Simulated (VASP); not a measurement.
Input of a VASP 6.6.1 run:

Contents of INCAR:

```
SYSTEM = GaAs
  PREC = Accurate
  ENCUT = 520
  EDIFF = 1E-7
  ISMEAR = 0
  SIGMA = 1.0
  LREAL = .False.
  LASPH = .True.
  NELM = 60
  ALGO = Normal
  ISIF = 2
  LWAVE = .False.
  LCHARG = .False.
  GGA = PE
  NBANDS = 16
```

File KPOINTS:

```
Automatic mesh
0
Gamma
  10 10 10
  0 0 0
```

POSCAR

```
GaAs                                    
1.0
    0.0000000000      2.8227777006      2.8227777006
    2.8227777006      0.0000000000      2.8227777006
    2.8227777006      2.8227777006      0.0000000000
  Ga              As            
     1     1
Direct
     0.0000000000000000    0.0000000000000000    0.0000000000000000
     0.2500000000000000    0.2500000000000000    0.2500000000000000
```

Potentials or basis: VASP PAW PBE potentials, release 64 (Ga_d, As).

The run is started by

```sh
$ cat potpaw_PBE.64/Ga_d/POTCAR potpaw_PBE.64/As/POTCAR > POTCAR
$ mpirun -np 1 vasp_std > vasp.out
```

(1) Predict the band gap on the k mesh.

(2) Predict the pressure.

Results:

(1) 0.56 eV, direct.

(2) 4.1 GPa.
